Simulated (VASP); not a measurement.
OSZICAR of a VASP run on Rh (fcc):

File OSZICAR:
```
       N       E                     dE             d eps       ncg     rms          rms(c)
DAV:   1     0.982424465352E+02    0.98242E+02   -0.96315E+03  3217   0.151E+03
DAV:   2    -0.271245282257E+02   -0.12537E+03   -0.12048E+03  3280   0.403E+02
DAV:   3    -0.287387249800E+02   -0.16142E+01   -0.16004E+01  3796   0.517E+01
DAV:   4    -0.287484302192E+02   -0.97052E-02   -0.97031E-02  3573   0.406E+00
DAV:   5    -0.287486187865E+02   -0.18857E-03   -0.18856E-03  3925   0.481E-01    0.153E+01
DAV:   6    -0.234607350803E+02    0.52879E+01   -0.61726E+00  3406   0.383E+01    0.314E+00
DAV:   7    -0.237764826039E+02   -0.31575E+00   -0.50368E-01  3280   0.110E+01    0.305E+00
DAV:   8    -0.237815595398E+02   -0.50769E-02   -0.55807E-02  3514   0.358E+00    0.572E-01
DAV:   9    -0.237880468406E+02   -0.64873E-02   -0.16610E-02  3532   0.144E+00    0.177E-01
DAV:  10    -0.237878472651E+02    0.19958E-03   -0.26958E-03  3664   0.620E-01    0.140E-01
DAV:  11    -0.237879933588E+02   -0.14609E-03   -0.45303E-04  3616   0.297E-01    0.265E-02
DAV:  12    -0.237879977336E+02   -0.43748E-05   -0.56215E-05  3658   0.832E-02    0.280E-02
DAV:  13    -0.237879900673E+02    0.76664E-05   -0.32826E-05  3592   0.862E-02    0.655E-03
DAV:  14    -0.237880033789E+02   -0.13312E-04   -0.52307E-06  3640   0.212E-02    0.129E-03
DAV:  15    -0.237880017415E+02    0.16374E-05   -0.23289E-07  3781   0.513E-03    0.599E-04
DAV:  16    -0.237880028237E+02   -0.10822E-05   -0.17381E-08  2111   0.165E-03    0.338E-04
DAV:  17    -0.237880024843E+02    0.33944E-06   -0.22013E-08  1976   0.149E-03    0.129E-04
DAV:  18    -0.237880027626E+02   -0.27836E-06   -0.10598E-09  1841   0.350E-04    0.615E-05
DAV:  19    -0.237880026157E+02    0.14695E-06   -0.13006E-10  1814   0.126E-04    0.104E-05
DAV:  20    -0.237880026561E+02   -0.40392E-07   -0.30310E-11  1775   0.679E-05
   1 F= -.23788003E+02 E0= -.23787757E+02  d E =-.735548E-03
```

Question: Which electronic solver shows in the log?

Answer: It is blocked Davidson (ALGO = Normal, or the opening steps of other solvers). The INCAR had ALGO = Normal.

Question: Can the final energy be trusted as converged?

Answer: The calculation finished and met its thresholds. It stopped with EDIFF = 1E-7, NELM = 100 (r2SCAN+rVV10, plane waves, VASP's PBE PAW potentials (set 64)).

The compound is Rh in the fcc structure. This cell is one point of a volume scan, at 0.94 of the reference volume.
